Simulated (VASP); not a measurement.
# CoPtO2: phonons from a supercell, part 2 of 2

Aim: the phonon dispersion and thermal properties of CoPtO2. The start is a computed cell from the Materials Project.

VASP 6.6.1, plane waves and PAW; the level of theory is named at each step.

So far. Step 2 (Relax the host): The run ended after 7 ionic steps, 0.063 eV below its first step, once forces and stress met EDIFFG = -0.02. The relaxed cell has a = 2.783, c = 17.597 Å (conventional setting).

## (3) Tight relaxation

Level of this step: LDA, spin-polarised from a ferromagnetic start (one magnetic atom a cell); plane waves and PAW (Pt, Co, O) (VASP).

Force constants are second derivatives, so residual forces and stress must first be far smaller than in an ordinary relaxation. Smearing, mesh and cutoff differ from the relaxation before, which can move the cell too.

Contents of INCAR:

```
SYSTEM = CoPtO2
PREC = Accurate
ENCUT = 480
EDIFF = 1E-08
NELM = 120
ISMEAR = 1
SIGMA = 0.2
LREAL = .FALSE.
ALGO = Fast
GGA = CA
NBANDS = 25
ISPIN = 2
MAGMOM = 0 2 0 0
LASPH = .TRUE.
LMAXMIX = 4
LORBIT = 11
LWAVE = .FALSE.
LCHARG = .FALSE.
KPAR = 4
IBRION = 1
NSW = 30
ISIF = 3
EDIFFG = -0.002
POTIM = 0.4
```

Contents of POSCAR:

```
CoPtO2
1.0
    1.3916355962      0.8034611861      5.8658297809
   -1.3916355962      0.8034611861      5.8658297809
    0.0000000000     -1.6069223722      5.8658297809
Pt Co O
1 1 2
Direct
    0.0000000000      0.0000000000      0.0000000000
    0.5000000000      0.5000000000      0.5000000000
    0.1123171108      0.1123171108      0.1123171108
    0.8876828892      0.8876828892      0.8876828892
```

Contents of KPOINTS:

```
Automatic mesh
0
Gamma
14 14 14
0 0 0
```

The projector-augmented-wave data sets are Pt, Co and O (LDA family, release 64).

Run with:

```console
$ mpirun -np 4 vasp_std
```

Output:

```text
[... set-up lines as in an earlier step ...]
 entering main loop
       N       E                     dE             d eps       ncg     rms          rms(c)
DAV:   1     0.222815232168E+03    0.22282E+03   -0.14294E+04 29528   0.131E+03
DAV:   2    -0.183571666250E+02   -0.24117E+03   -0.21662E+03 30374   0.324E+02
DAV:   3    -0.351456879002E+02   -0.16789E+02   -0.16185E+02 34867   0.955E+01
DAV:   4    -0.354035801483E+02   -0.25789E+00   -0.25750E+00 33619   0.119E+01
DAV:   5    -0.354090514317E+02   -0.54713E-02   -0.54707E-02 36308   0.178E+00    0.323E+01
RMM:   6    -0.373774203518E+02   -0.19684E+01   -0.25712E+01 28800   0.468E+01    0.419E+01
RMM:   7    -0.317890321075E+02    0.55884E+01   -0.64021E+00 28975   0.202E+01    0.162E+01
RMM:   8    -0.310003603791E+02    0.78867E+00   -0.36044E-01 28802   0.488E+00    0.561E+00
RMM:   9    -0.309342699518E+02    0.66090E-01   -0.15002E-01 28809   0.315E+00    0.305E+00
RMM:  10    -0.308989884466E+02    0.35282E-01   -0.30944E-02 29332   0.166E+00    0.122E+00
RMM:  11    -0.308962254875E+02    0.27630E-02   -0.53207E-03 29942   0.586E-01    0.805E-01
RMM:  12    -0.308950654699E+02    0.11600E-02   -0.12131E-03 30880   0.240E-01    0.425E-01
RMM:  13    -0.308948270501E+02    0.23842E-03   -0.28238E-04 33285   0.103E-01    0.252E-01
RMM:  14    -0.308947531106E+02    0.73939E-04   -0.78421E-05 32934   0.595E-02    0.108E-01
RMM:  15    -0.308947385708E+02    0.14540E-04   -0.26746E-05 33156   0.301E-02    0.339E-02
RMM:  16    -0.308947370548E+02    0.15160E-05   -0.68949E-06 34995   0.148E-02    0.932E-03
RMM:  17    -0.308947369063E+02    0.14850E-06   -0.14507E-06 31304   0.790E-03    0.538E-03
RMM:  18    -0.308947368818E+02    0.24419E-07   -0.41846E-07 34507   0.362E-03    0.109E-03
RMM:  19    -0.308947368829E+02   -0.10536E-08   -0.71825E-08 27833   0.157E-03
   1 F= -.30894737E+02 E0= -.30895224E+02  d E =-.308947E+02  mag=    -0.0000
 BRION: g(F)=  0.434E-04 g(S)=  0.114E-04
 bond charge predicted
       N       E                     dE             d eps       ncg     rms          rms(c)
DAV:   1    -0.308948078310E+02   -0.70949E-04   -0.97259E-03 31866   0.713E-01    0.779E-02
RMM:   2    -0.308948004087E+02    0.74223E-05   -0.31575E-04 28800   0.158E-01    0.812E-02
RMM:   3    -0.308947668775E+02    0.33531E-04   -0.96533E-05 28818   0.969E-02    0.441E-02
RMM:   4    -0.308947533401E+02    0.13537E-04   -0.29591E-05 29671   0.494E-02    0.137E-02
RMM:   5    -0.308947531129E+02    0.22718E-06   -0.43314E-06 30747   0.175E-02    0.755E-03
RMM:   6    -0.308947529522E+02    0.16075E-06   -0.81357E-07 29799   0.629E-03    0.136E-03
RMM:   7    -0.308947529668E+02   -0.14685E-07   -0.22265E-07 31533   0.326E-03    0.109E-03
RMM:   8    -0.308947529664E+02    0.46430E-09   -0.44525E-08 24197   0.150E-03
   2 F= -.30894753E+02 E0= -.30895241E+02  d E =-.160835E-04  mag=     0.0000
[...]
3 F= -.30894760E+02 E0= -.30895248E+02  d E =-.716106E-05  mag=    -0.0000
[...]
4 F= -.30894761E+02 E0= -.30895249E+02  d E =-.480423E-06  mag=     0.0000
 BRION: g(F)=  0.110E-05 g(S)=  0.286E-05 retain N=  2 mean eig= 1.23
 eig:   0.186  2.282
 bond charge predicted
       N       E                     dE             d eps       ncg     rms          rms(c)
DAV:   1    -0.308947641255E+02   -0.35168E-05   -0.18808E-04 29799   0.107E-01    0.137E-02
RMM:   2    -0.308947631720E+02    0.95355E-06   -0.81339E-06 28800   0.258E-02    0.133E-02
RMM:   3    -0.308947624087E+02    0.76325E-06   -0.31208E-06 28802   0.167E-02    0.857E-03
RMM:   4    -0.308947618301E+02    0.57862E-06   -0.97055E-07 29716   0.908E-03    0.240E-03
RMM:   5    -0.308947618176E+02    0.12469E-07   -0.12264E-07 28568   0.284E-03    0.146E-03
RMM:   6    -0.308947618107E+02    0.69117E-08   -0.23094E-08 20044   0.110E-03
   5 F= -.30894762E+02 E0= -.30895250E+02  d E =-.120285E-05  mag=    -0.0000
 BRION: g(F)=  0.823E-09 g(S)=  0.276E-06 retain N=  2 mean eig= 2.33
 eig:   0.669  3.998
 reached required accuracy - stopping structural energy minimisation
```

Run time: 24 min. Hardware: 4 MPI ranks of Intel Xeon Platinum 8488C (Sapphire Rapids), shared host; peak memory 2.5 GiB.

Parts of OUTCAR (step 3):

```text
  LATTYP: Found a trigonal (rhomboedric) cell.
 ALAT       =     6.0819535125
 COS(alpha) =     0.8952883843

The static configuration has the point symmetry D_3d.

 Found    288 irreducible k-points:

   k-points           NKPTS =    288   k-points in BZ     NKDIM =    288   number of bands    NBANDS=     25

   ENCUT  =  480.0 eV  35.28 Ry    5.94 a.u.  10.86 10.86 10.86*2*pi/ulx,y,z

   NELECT =      31.0000    total number of electrons

 E-fermi :   9.3621

 spin component 1
 k-point     1 :       0.0000    0.0000    0.0000
  band No.  band energies     occupation
    ...
     12       7.2259      1.00000
     13       7.2259      1.00000
     14       7.5013      1.00000
     15       7.5013      1.00000
     16       7.6860      1.00000
     17      11.1453     -0.00000
     18      11.1453     -0.00000
     19      12.1895     -0.00000
     20      14.6087      0.00000
     21      18.4741      0.00000
    ...

 k-point     2 :       0.0714   -0.0000   -0.0000
  band No.  band energies     occupation
    ...
     12       7.1432      1.00000
     13       7.2515      1.00000
     14       7.4928      1.00000
     15       7.6292      1.00000
     16       7.7207      1.00000
     17      11.0175     -0.00000
     18      11.0908     -0.00000
     19      12.2683     -0.00000
     20      14.9439      0.00000
     21      18.6204      0.00000
    ...

 k-point     3 :       0.1429   -0.0000   -0.0000
  band No.  band energies     occupation
    ...
     12       6.7606      1.00000
     13       7.2439      1.00000
     14       7.5409      1.00000
     15       7.8542      1.00000
     16       7.9446      1.00000
     17      10.7211     -0.00000
     18      10.9454     -0.00000
     19      12.4512     -0.00000
     20      15.7891      0.00000
     21      19.0414      0.00000
    ...

 k-point     4 :       0.2143    0.0000    0.0000
  band No.  band energies     occupation
    ...
     12       6.9265      1.00000
     13       7.2341      1.00000
     14       7.5554      1.00000
     15       8.0350      1.00000
     16       8.2460      1.00000
     17      10.4171     -0.00000
     18      10.7614     -0.00000
     19      12.6154     -0.00000
     20      16.8635      0.00000
     21      19.6359      0.00000
    ...

  Total        0.0017162      0.0017162      0.0047677      0.0000000      0.0000000      0.0000000
  in kB        0.0698681      0.0698681      0.1940945      0.0000000      0.0000000      0.0000000
  external PRESSURE =       0.1112769 kB  Pullay stress =       0.0000000 kB

  energy-cutoff  :      480.00
  volume of cell :       39.36
      direct lattice vectors                 reciprocal lattice vectors
     1.391490704  0.803377532  5.867518438     0.359326871  0.207457465  0.056809934
    -1.391490704  0.803377532  5.867518438    -0.359326871  0.207457465  0.056809934
     0.000000000 -1.606755065  5.867518438     0.000000000 -0.414914931  0.056809934

 POSITION                                       TOTAL-FORCE (eV/Angst)
 -----------------------------------------------------------------------------------
      0.00000     -0.00000      0.00000        -0.000000     -0.000000     -0.000000
      0.00000      0.00000      8.80128         0.000000      0.000000     -0.000000
      0.00000      0.00000      1.97614        -0.000000     -0.000000     -0.000103
      0.00000      0.00000     15.62642        -0.000000      0.000000      0.000103
 -----------------------------------------------------------------------------------
    total drift:                               -0.000000     -0.000000      0.000000

  FREE ENERGIE OF THE ION-ELECTRON SYSTEM (eV)
  ---------------------------------------------------
  free  energy   TOTEN  =       -30.8947618107 eV

  energy  without entropy=      -30.8962277175  energy(sigma->0) =      -30.89525045

 total charge
# of ion       s       p       d       tot
------------------------------------------
    1        0.671   0.623   8.043   9.338
    2        0.460   0.733   7.445   8.638
    3        1.550   3.461   0.000   5.011
    4        1.550   3.461   0.000   5.011
--------------------------------------------------
tot          4.230   8.278  15.489  27.997

 magnetization (x)
# of ion       s       p       d       tot
------------------------------------------
    1        0.000  -0.000  -0.000  -0.000
    2       -0.000   0.000  -0.000  -0.000
    3       -0.000  -0.000   0.000  -0.000
    4       -0.000  -0.000   0.000  -0.000
--------------------------------------------------
tot         -0.000  -0.000  -0.000  -0.000

[... 3 parts as in an earlier step ...]

[... 6 further parts left out ...]
```

Little changed from the start: no atom moved by 0.005 Å and no cell edge by 0.1 %.

This step gave:

| Property | Result |
| --- | --- |
| electronic cycles | 47 |
| energy at zero smearing | -30.90 eV |
| Fermi energy | 9.362 eV |
| pressure | 0.01113 GPa |

The run ended after 5 ionic steps, 0.000 eV below its first step, once forces and stress met EDIFFG = -0.002.

## (4) Force constants in the supercell

This step: LDA, spin-polarised from a ferromagnetic start; plane waves and PAW (Pt, Co, O) (VASP 6.6.1).

System of this step: CoPtO2. The cell holds 48 atoms: 12 Pt, 12 Co and 24 O. Its edges and angles: a = 17.821 Å, b = 12.167 Å, c = 18.251 Å, α = 26.4°, β = 23.5°, γ = 17.7°. It derives from CoPtO2.

Each independent atom is moved by 0.015 Å both ways; the forces give the force constants out to half the supercell.

Contents of INCAR:

```
SYSTEM = CoPtO2
PREC = Accurate
ENCUT = 480
EDIFF = 1E-07
NELM = 120
ISMEAR = 1
SIGMA = 0.2
LREAL = Auto
ALGO = Fast
GGA = CA
NBANDS = 220
ISPIN = 2
MAGMOM = 0 0 0 0 0 0 0 0 0 0 0 0 2 2 2 2 2 2 2 2 2 2 2 2 0 0 0 0 0 0 0 0 0 0 0 0 0 0 0 0 0 0 0 0 0 0 0 0
LASPH = .TRUE.
LMAXMIX = 4
LWAVE = .FALSE.
LCHARG = .FALSE.
KPAR = 4
IBRION = 6
NSW = 1
NFREE = 2
POTIM = 0.015
ISIF = 0
ADDGRID = .TRUE.
```

Contents of POSCAR:

```
CoPtO2
1.0
    1.3914907036      2.4101325969     17.6025553152
   -2.7829814072      1.6067550646     11.7350368768
    0.0000000000     -4.8202651938     17.6025553152
Pt Co O
12 12 24
Direct
    0.0000000000      0.0000000000      0.0000000000
    0.0000000000      0.0000000000      0.3333333333
    0.0000000000      0.0000000000      0.6666666667
    0.0000000000      0.5000000000      0.0000000000
    0.0000000000      0.5000000000      0.3333333333
    0.0000000000      0.5000000000      0.6666666667
    0.5000000000      0.2500000000      0.0000000000
    0.5000000000      0.2500000000      0.3333333333
    0.5000000000      0.2500000000      0.6666666667
    0.5000000000      0.7500000000      0.0000000000
    0.5000000000      0.7500000000      0.3333333333
    0.5000000000      0.7500000000      0.6666666667
    0.2500000000      0.1250000000      0.1666666667
    0.2500000000      0.1250000000      0.5000000000
    0.2500000000      0.1250000000      0.8333333333
    0.2500000000      0.6250000000      0.1666666667
    0.2500000000      0.6250000000      0.5000000000
    0.2500000000      0.6250000000      0.8333333333
    0.7500000000      0.3750000000      0.1666666667
    0.7500000000      0.3750000000      0.5000000000
    0.7500000000      0.3750000000      0.8333333333
    0.7500000000      0.8750000000      0.1666666667
    0.7500000000      0.8750000000      0.5000000000
    0.7500000000      0.8750000000      0.8333333333
    0.0561321279      0.0280660639      0.0374214186
    0.0561321279      0.0280660639      0.3707547519
    0.0561321279      0.0280660639      0.7040880853
    0.0561321279      0.5280660639      0.0374214186
    0.0561321279      0.5280660639      0.3707547519
    0.0561321279      0.5280660639      0.7040880853
    0.5561321279      0.2780660640      0.0374214186
    0.5561321279      0.2780660639      0.3707547519
    0.5561321279      0.2780660639      0.7040880853
    0.5561321279      0.7780660639      0.0374214186
    0.5561321279      0.7780660639      0.3707547519
    0.5561321279      0.7780660639      0.7040880853
    0.4438678721      0.2219339360      0.2959119147
    0.4438678721      0.2219339360      0.6292452481
    0.4438678721      0.2219339360      0.9625785814
    0.4438678721      0.7219339360      0.2959119147
    0.4438678721      0.7219339360      0.6292452481
    0.4438678721      0.7219339360      0.9625785814
    0.9438678721      0.4719339360      0.2959119147
    0.9438678721      0.4719339360      0.6292452481
    0.9438678721      0.4719339360      0.9625785814
    0.9438678721      0.9719339360      0.2959119147
    0.9438678721      0.9719339360      0.6292452481
    0.9438678721      0.9719339360      0.9625785814
```

Contents of KPOINTS:

```
Automatic mesh
0
Gamma
6 8 4
0 0 0
```

Run with:

```console
$ mpirun -np 4 vasp_std
```

Output:

```text
[banner, memory and clock lines left out]
running    4 mpi-ranks, on    1 nodes
[...]
LDA part: xc-table for (Slater(with rela. corr.)+CA(PZ))
 , standard interpolation
 POSCAR, INCAR and KPOINTS ok, starting setup
[...]
entering main loop
       N       E                     dE             d eps       ncg     rms          rms(c)
DAV:   1     0.470079854754E+04    0.47008E+04   -0.16141E+05 88000   0.185E+03
DAV:   2     0.481231814989E+03   -0.42196E+04   -0.39611E+04 91624   0.531E+02
```

Wall time 3 h (4 MPI ranks).

The run was stopped at its time limit, so it gives no result of its own.

## (5) Summary of results

```json
{
  "result": "none"
}
```

The session ends without its result: «force constants in the supercell» met its time limit.

[Lines on the potential files, build, host, timing and source positions are cut from VASP's logs without a mark.]

[Logs are printed without paths, hosts, clocks, repeated set-up lines and the standing remarks that a program may print on its own settings, such as how far it seeks lower states.]

[Hosts, paths, dates, database ids (printed as entryN), source tags and the programs' standing remarks are cut or masked in the printed files.]

[Runs that stopped without an error message from VASP are left out.]
